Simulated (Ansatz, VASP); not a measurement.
# Zn2SeS in two plane-wave programs

Wanted: the spread between two codes on one cell, functional and k mesh. The cell is taken from a series of runs on this material, whose earlier steps may have relaxed, scaled, displaced or heated it; both programs get it as it stands.

Method: plane waves, with VASP 6.6.1 beside it; zone-centre phonons at PBEsol with D4, in Ansatz 0.2.0.

### 1. The structure

It takes space group P-4m2 (No. 115, tetragonal). Conventional cell: a = 3.861 Å, b = 3.861 Å, c = 5.460 Å, α = 90.00°, β = 90.00°, γ = 90.00°. Zn has 2 S at 2.32 Å and 2 Se at 2.41 Å nearest. Se has 4 Zn at 2.41 Å nearest. S has 4 Zn at 2.32 Å nearest. Farther neighbours and most contacts between anions are not listed.

As a file:

```cif
data_structure
_symmetry_space_group_name_H-M 'P 1'
_symmetry_Int_Tables_number 1
_cell_length_a 3.8614
_cell_length_b 3.8614
_cell_length_c 5.4598
_cell_angle_alpha 90.000
_cell_angle_beta 90.000
_cell_angle_gamma 90.000
_cell_volume 81.41
loop_
_atom_site_label
_atom_site_type_symbol
_atom_site_fract_x
_atom_site_fract_y
_atom_site_fract_z
_atom_site_occupancy
Zn1 Zn 0.50000 0.00000 0.76354 1
Zn2 Zn 0.00000 0.50000 0.23646 1
Se3 Se 0.00000 0.00000 0.50000 1
S4 S 0.50000 0.50000 0.00000 1
```

### 2. VASP: zone-centre phonons, PBEsol with D4

Second derivatives magnify differences that forces hide, and they need a tight electronic threshold.

Lines of VASP's logs that name or quote its potential files are left out, and so is its time.

Input file INCAR:

```
SYSTEM = Zn2SeS
PREC = Accurate
ENCUT = 500
EDIFF = 1E-08
NELM = 120
ISMEAR = -1
SIGMA = 0.05
LREAL = .FALSE.
ALGO = Normal
GGA = PS
IVDW = 13
NELECT = 36.16
NBANDS = 24
LORBIT = 11
LWAVE = .FALSE.
LCHARG = .FALSE.
ISIF = 2
IBRION = 6
NFREE = 2
POTIM = 0.015
NSW = 1
LASPH = .TRUE.
GGA_COMPAT = .FALSE.
KPAR = 2
```

Input file POSCAR:

```
Zn2SeS
1.0
    3.8613663361      0.0000000000      0.0000000000
    0.0000000000      3.8613663361      0.0000000000
    0.0000000000      0.0000000000      5.4597651621
Zn Se S
2 1 1
Direct
    0.5000000000      0.0000000000      0.7635396844
    0.0000000000      0.5000000000      0.2364603156
    0.0000000000      0.0000000000      0.5000000000
    0.5000000000      0.5000000000      0.0000000000
```

Input file KPOINTS:

```
Automatic mesh
0
Gamma
10 10 6
0 0 0
```

PAW data sets: Zn, Se and S (PBE family, release 64).

Run with:

```sh
> mpirun -np 2 vasp_std
```

Numbers of over 12 decimals in the logs are rounded to 6 here.

The log of the run:

```text
[banner, memory and clock lines left out]
running    2 mpi-ranks, on    1 nodes
 distrk:  each k-point on    1 cores,    2 groups
 distr:  one band on    1 cores,    1 groups

 POSCAR found type information on POSCAR ZnSeS
 POSCAR found :  3 types and       4 ions
|                                                                             |
|               ----> ADVICE to this user running VASP <----                  |
|                                                                             |
|     You enforced a specific xc type in the INCAR file but a different       |
|     [... a line on the potential file left out ...]
|     I HOPE YOU KNOW WHAT YOU ARE DOING!                                     |
|                                                                             |

 LDA part: xc-table for (Slater+PW92), standard interpolation
 POSCAR, INCAR and KPOINTS ok, starting setup
 FFT: planning ... GRIDC
 FFT: planning ... GRID_SOFT
 FFT: planning ... GRID
 WAVECAR not read
 entering main loop
       N       E                     dE             d eps       ncg     rms          rms(c)
DAV:   1     0.228875682119E+03    0.22888E+03   -0.16888E+04  4032   0.174E+03
DAV:   2     0.584346711840E+01   -0.22303E+03   -0.21616E+03  4264   0.355E+02
DAV:   3    -0.139258166842E+02   -0.19769E+02   -0.19663E+02  5056   0.108E+02
DAV:   4    -0.142841614069E+02   -0.35834E+00   -0.35781E+00  4488   0.150E+01
DAV:   5    -0.142890583012E+02   -0.48969E-02   -0.48965E-02  5104   0.167E+00BRMIX: very serious problems
 the old and the new charge density differ
 old charge density:    36.00000 new   36.15999
BRMIX: very serious problems
 the old and the new charge density differ
 old charge density:    36.00000 new   36.15999
    0.101E+01
DAV:   6    -0.135528561576E+02    0.73620E+00   -0.18683E+00  5520   0.400E+01    0.721E+00
DAV:   7    -0.135552994293E+02   -0.24433E-02   -0.12375E+00  4352   0.673E+00    0.280E+00
DAV:   8    -0.135449693483E+02    0.10330E-01   -0.35219E-02  5608   0.223E+00    0.868E-01
DAV:   9    -0.135442475446E+02    0.72180E-03   -0.12299E-02  5592   0.162E+00    0.217E-01
DAV:  10    -0.135442496486E+02   -0.21041E-05   -0.65903E-04  5128   0.341E-01    0.115E-01
DAV:  11    -0.135443006605E+02   -0.51012E-04   -0.18532E-04  5104   0.812E-02    0.307E-02
DAV:  12    -0.135443093545E+02   -0.86940E-05   -0.15374E-05  4808   0.294E-02    0.119E-02
DAV:  13    -0.135443116399E+02   -0.22854E-05   -0.42875E-06  4720   0.212E-02    0.647E-03
DAV:  14    -0.135443116446E+02   -0.46844E-08   -0.57152E-07  5104   0.146E-02    0.225E-03
DAV:  15    -0.135443116622E+02   -0.17591E-07   -0.13021E-07  4568   0.218E-03    0.135E-03
DAV:  16    -0.135443116603E+02    0.19254E-08   -0.10378E-08  3608   0.682E-04
   1 F= -.14291652E+02 E0= -.14288882E+02  d E =-.553970E-02
[... from here on, the cycles between the ionic steps are left out ...]
   2 F= -.14290976E+02 E0= -.14288208E+02  d E =-.553606E-02
   3 F= -.14290976E+02 E0= -.14288208E+02  d E =-.553605E-02
   7 F= -.14288788E+02 E0= -.14285947E+02  d E =-.568036E-02
   8 F= -.14290762E+02 E0= -.14287993E+02  d E =-.553908E-02
   9 F= -.14290762E+02 E0= -.14287993E+02  d E =-.553905E-02
  10 F= -.14290593E+02 E0= -.14287826E+02  d E =-.553484E-02
  11 F= -.14290593E+02 E0= -.14287826E+02  d E =-.553484E-02
  12 F= -.14290796E+02 E0= -.14288027E+02  d E =-.553732E-02
  13 F= -.14290796E+02 E0= -.14288027E+02  d E =-.553735E-02
  14 F= -.14290696E+02 E0= -.14287928E+02  d E =-.553511E-02
 Finite differences progress:
  Degree of freedom:   7/  7
  Displacement:        1/  2
  Total:              13/ 14
 bond charge predicted
       N       E                     dE             d eps       ncg     rms          rms(c)
DAV:   1    -0.135405392390E+02    0.28166E-02   -0.53421E-01  7256   0.253E+00    0.354E-01
DAV:   2    -0.135434701202E+02   -0.29309E-02   -0.31849E-02  8112   0.107E+00    0.158E-01
DAV:   3    -0.135433821970E+02    0.87923E-04   -0.50202E-04  8256   0.249E-01    0.105E-01
DAV:   4    -0.135433569263E+02    0.25271E-04   -0.21030E-04  8392   0.100E-01    0.220E-02
DAV:   5    -0.135433559791E+02    0.94723E-06   -0.48073E-05  7408   0.121E-01    0.170E-02
DAV:   6    -0.135433559445E+02    0.34639E-07   -0.44471E-06  9488   0.363E-02    0.874E-03
DAV:   7    -0.135433559221E+02    0.22328E-07   -0.35526E-07  9232   0.740E-03    0.354E-03
DAV:   8    -0.135433559161E+02    0.60131E-08   -0.21074E-07  8096   0.312E-03    0.639E-04
DAV:   9    -0.135433559131E+02    0.30668E-08   -0.34554E-08  7520   0.223E-03
  15 F= -.14290696E+02 E0= -.14287928E+02  d E =-.553510E-02
 Finite differences progress:
  Degree of freedom:   7/  7
  Displacement:        2/  2
  Total:              14/ 14
```

OUTCAR, selected parts (step 2):

```text
NELECT = 36.16

 ion  position               nearest neighbor table
   1  0.500  0.000  0.764-   4 2.32   4 2.32   3 2.41   3 2.41
   2  0.000  0.500  0.236-   4 2.32   4 2.32   3 2.41   3 2.41
   3  0.000  0.000  0.500-   1 2.41   2 2.41   2 2.41   1 2.41
   4  0.500  0.500  0.000-   1 2.32   2 2.32   1 2.32   2 2.32

  LATTYP: Found a simple tetragonal cell.
 ALAT       =     3.8613663361
 C/A-ratio  =     1.4139464342

 Subroutine GETGRP returns: Found  8 space group operations
 (whereof  8 operations were pure point group operations)

The static configuration has the point symmetry D_2d.

 Found     84 irreducible k-points:

   k-points           NKPTS =     84   k-points in BZ     NKDIM =     84   number of bands    NBANDS=     24

   dimension x,y,z NGX =    28 NGY =   28 NGZ =   40
   dimension x,y,z NGXF=    56 NGYF=   56 NGZF=   80

   ENCUT  =  500.0 eV  36.75 Ry    6.06 a.u.   7.04  7.04  9.95*2*pi/ulx,y,z

 k-points in reciprocal lattice and weights: Automatic mesh
   0.00000000  0.00000000  0.00000000       0.002
   0.10000000  0.00000000  0.00000000       0.007
   0.20000000  0.00000000  0.00000000       0.007
   0.30000000  0.00000000  0.00000000       0.007
   0.40000000  0.00000000  0.00000000       0.007
   0.50000000  0.00000000  0.00000000       0.003
   0.10000000  0.10000000  0.00000000       0.007
   0.20000000  0.10000000  0.00000000       0.013
   0.30000000  0.10000000  0.00000000       0.013
[...]
23       8.1708      0.00000
     24       8.3446      0.00000

 k-point     3 :       0.2000    0.0000    0.0000
  band No.  band energies     occupation
    ...
     15      -0.0555      2.00000
     16       0.4502      2.00000
     17       1.4619      2.00000
     18       2.0194      2.00000
     19       5.0580      0.99435
     20       5.6526      0.00001
     21       7.1862      0.00000
     22       7.8080      0.00000
     23       8.3904      0.00000
     24       8.8690      0.00000

 k-point     4 :       0.3000    0.0000    0.0000
  band No.  band energies     occupation
    ...
     14      -1.3677      2.00000
     15      -0.5496      2.00000
     16       0.2448      2.00000
     17       0.7875      2.00000
     18       1.8484      2.00000
     19       5.6645      0.00001
     20       6.1147      0.00000
     21       7.8317      0.00000
     22       8.3285      0.00000
     23       8.7255      0.00000
    ...

 k-point     5 :       0.4000    0.0000    0.0000
  band No.  band energies     occupation
    ...
     14      -1.5034      2.00000
     15      -1.0823      2.00000
     16       0.0456      2.00000
     17       0.5766      2.00000
     18       1.6165      2.00000
     19       6.1263      0.00000
     20       6.5857      0.00000
     21       8.1306      0.00000
     22       8.5134      0.00000
     23       9.0249      0.00000
    ...

  DFT-D4 for vdW energy calculation

  Edisp (eV):   -0.74734

  Total       1.90576     2.10925     1.99219     0.00000     0.00000     0.00000
  in kB      37.50784    41.51287    39.20889     0.00000     0.00000     0.00000
  external pressure =       39.41 kB  Pullay stress =        0.00 kB

  energy-cutoff  :      500.00
  volume of cell :       81.41
      direct lattice vectors                 reciprocal lattice vectors
     3.861366336  0.000000000  0.000000000     0.258975687  0.000000000  0.000000000
     0.000000000  3.861366336  0.000000000     0.000000000  0.258975687  0.000000000
     0.000000000  0.000000000  5.459765162     0.000000000  0.000000000  0.183158061

 POSITION                                       TOTAL-FORCE (eV/Angst)
 -----------------------------------------------------------------------------------
      1.93068      0.00000      4.16875         0.000000      0.000000      0.089440
      0.00000      1.93068      1.29102         0.000000      0.000000     -0.176053
      0.00000      0.00000      2.72988         0.000000      0.000000     -0.040955
      1.93068      1.93068     -0.01500         0.000000      0.000000      0.127569
 -----------------------------------------------------------------------------------
    total drift:                               -0.000000      0.000000     -0.000147

  FREE ENERGIE OF THE ION-ELECTRON SYSTEM (eV)
  ---------------------------------------------------
  free  energy   TOTEN  =       -14.2906959461 eV

  energy  without entropy=      -14.2851608430  energy(sigma->0) =      -14.28792839

 Eigenvectors and eigenvalues of the dynamical matrix
 ----------------------------------------------------

   1 f  =    8.803623 THz    55.314796 2PiTHz  293.657258 cm-1    36.408843 meV
             X         Y         Z           dx          dy          dz
      1.930683  0.000000  4.168747    -0.045741   -0.009084   -0.000000
      0.000000  1.930683  1.291018     0.488982    0.000850   -0.000000
      0.000000  0.000000  2.729883     0.141919   -0.002637    0.000000
      1.930683  1.930683  0.000000    -0.859255    0.015963    0.000000

   2 f  =    8.803623 THz    55.314796 2PiTHz  293.657258 cm-1    36.408843 meV
             X         Y         Z           dx          dy          dz
      1.930683  0.000000  4.168747    -0.000850    0.488982    0.000000
      0.000000  1.930683  1.291018     0.009084   -0.045741    0.000000
      0.000000  0.000000  2.729883     0.002637    0.141919    0.000000
      1.930683  1.930683  0.000000    -0.015963   -0.859255    0.000000

   3 f  =    8.658980 THz    54.405973 2PiTHz  288.832470 cm-1    35.810646 meV
             X         Y         Z           dx          dy          dz
      1.930683  0.000000  4.168747     0.000000   -0.000000   -0.242262
      0.000000  1.930683  1.291018    -0.000000    0.000000   -0.242262
      0.000000  0.000000  2.729883    -0.000000   -0.000000   -0.148635
      1.930683  1.930683  0.000000     0.000000    0.000000    0.927645

   4 f  =    6.706725 THz    42.139596 2PiTHz  223.712268 cm-1    27.736774 meV
             X         Y         Z           dx          dy          dz
      1.930683  0.000000  4.168747     0.669987    0.033961    0.000000
      0.000000  1.930683  1.291018     0.125833    0.180823   -0.000000
      0.000000  0.000000  2.729883    -0.679391   -0.183361    0.000000
      1.930683  1.930683  0.000000    -0.076269   -0.020584   -0.000000

   5 f  =    6.706725 THz    42.139596 2PiTHz  223.712268 cm-1    27.736774 meV
             X         Y         Z           dx          dy          dz
      1.930683  0.000000  4.168747    -0.180823    0.125833    0.000000
      0.000000  1.930683  1.291018    -0.033961    0.669987   -0.000000
      0.000000  0.000000  2.729883     0.183361   -0.679391   -0.000000
      1.930683  1.930683  0.000000     0.020584   -0.076269   -0.000000

   6 f  =    6.485973 THz    40.752570 2PiTHz  216.348769 cm-1    26.823817 meV
             X         Y         Z           dx          dy          dz
      1.930683  0.000000  4.168747    -0.000000    0.000000   -0.412264
      0.000000  1.930683  1.291018    -0.000000   -0.000000   -0.412264
      0.000000  0.000000  2.729883     0.000000    0.000000    0.807899
      1.930683  1.930683  0.000000     0.000000   -0.000000   -0.085883

   7 f  =    5.912560 THz    37.149711 2PiTHz  197.221780 cm-1    24.452373 meV
             X         Y         Z           dx          dy          dz
      1.930683  0.000000  4.168747    -0.000000   -0.000000    0.707107
      0.000000  1.930683  1.291018    -0.000000   -0.000000   -0.707107
      0.000000  0.000000  2.729883     0.000000    0.000000   -0.000000
      1.930683  1.930683  0.000000    -0.000000    0.000000    0.000000

   8 f  =    2.015364 THz    12.662904 2PiTHz   67.225301 cm-1     8.334871 meV
             X         Y         Z           dx          dy          dz
      1.930683  0.000000  4.168747    -0.094505   -0.673901   -0.000000
      0.000000  1.930683  1.291018     0.131036    0.486026   -0.000000
      0.000000  0.000000  2.729883    -0.076446    0.393150   -0.000000
      1.930683  1.930683  0.000000     0.066974   -0.344439   -0.000000

   9 f  =    2.015364 THz    12.662904 2PiTHz   67.225301 cm-1     8.334871 meV
             X         Y         Z           dx          dy          dz
      1.930683  0.000000  4.168747     0.486026   -0.131036   -0.000000
      0.000000  1.930683  1.291018    -0.673901    0.094505    0.000000
      0.000000  0.000000  2.729883     0.393150    0.076446    0.000000
      1.930683  1.930683  0.000000    -0.344439   -0.066974   -0.000000

  10 f/i=    0.013114 THz     0.082401 2PiTHz    0.437453 cm-1     0.054237 meV
             X         Y         Z           dx          dy          dz
      1.930683  0.000000  4.168747     0.000000   -0.000000   -0.520910
      0.000000  1.930683  1.291018     0.000000   -0.000000   -0.520910
      0.000000  0.000000  2.729883     0.000000   -0.000000   -0.570269
      1.930683  1.930683  0.000000     0.000000   -0.000000   -0.363453

  11 f/i=    0.019188 THz     0.120564 2PiTHz    0.640052 cm-1     0.079356 meV
             X         Y         Z           dx          dy          dz
      1.930683  0.000000  4.168747    -0.520744    0.000945   -0.000000
      0.000000  1.930683  1.291018    -0.522028    0.000943   -0.000000
      0.000000  0.000000  2.729883    -0.569427    0.001031   -0.000000
      1.930683  1.930683  0.000000    -0.363403    0.000658   -0.000000

  12 f/i=    0.019188 THz     0.120564 2PiTHz    0.640052 cm-1     0.079356 meV
             X         Y         Z           dx          dy          dz
      1.930683  0.000000  4.168747    -0.000943   -0.522028    0.000000
      0.000000  1.930683  1.291018    -0.000945   -0.520744    0.000000
      0.000000  0.000000  2.729883    -0.001031   -0.569427    0.000000
      1.930683  1.930683  0.000000    -0.000658   -0.363403    0.000000

 ELASTIC MODULI CONTR FROM IONIC RELAXATION (kBar)
 Direction    XX          YY          ZZ          XY          YZ          ZX
 --------------------------------------------------------------------------------
 XX        -358.8303    350.8145     -6.8291      0.0000      0.0000     -0.0000
 YY         350.8145   -358.8303     -6.8291      0.0000     -0.0000      0.0000
 ZZ          -6.8291     -6.8291    -11.6362      0.0000      0.0000      0.0000
 XY           0.0000      0.0000      0.0000      0.0000      0.0000      0.0000
 YZ           0.0000     -0.0000      0.0000      0.0000   -348.1384     -0.0000
 ZX          -0.0000      0.0000      0.0000      0.0000     -0.0000   -348.1384
 --------------------------------------------------------------------------------

 total charge
# of ion       s       p       d       tot
------------------------------------------
    1        0.556   0.504   9.796  10.856
    2        0.556   0.504   9.796  10.856
    3        1.444   2.457   0.037   3.938
    4        1.324   2.412   0.000   3.736
--------------------------------------------------
tot          3.881   5.877  19.629  29.387

[... 1 further part left out ...]
```

CONTCAR:

```
Zn2SeS
   1.00000000000000
     3.8613663361000001    0.0000000000000000    0.0000000000000000
     0.0000000000000000    3.8613663361000001    0.0000000000000000
     0.0000000000000000    0.0000000000000000    5.4597651621000001
  Zn              Se              S
     2     1     1
Direct
     0.5000000000000000    0.0000000000000000    0.7635396844000013
     0.0000000000000000    0.5000000000000000    0.2364603155999987
     0.0000000000000000    0.0000000000000000    0.5000000000000000
     0.5000000000000000    0.5000000000000000   -0.0027473709133362
```

The cell is charged against a uniform background.

Levels, forces or a CONTCAR printed for this step are those of its last displaced cell, not of the structure at rest.

(Part 1 of 2 ends here.)

[Lines on the potential files, build, host, timing and source positions are cut from VASP's logs without a mark.]

[Logs are printed without paths, hosts, clocks, repeated set-up lines and the standing remarks that a program may print on its own settings, such as how far it seeks lower states.]

[Hosts, paths, dates, database ids (printed as entryN), source tags and the programs' standing remarks are cut or masked in the printed files.]
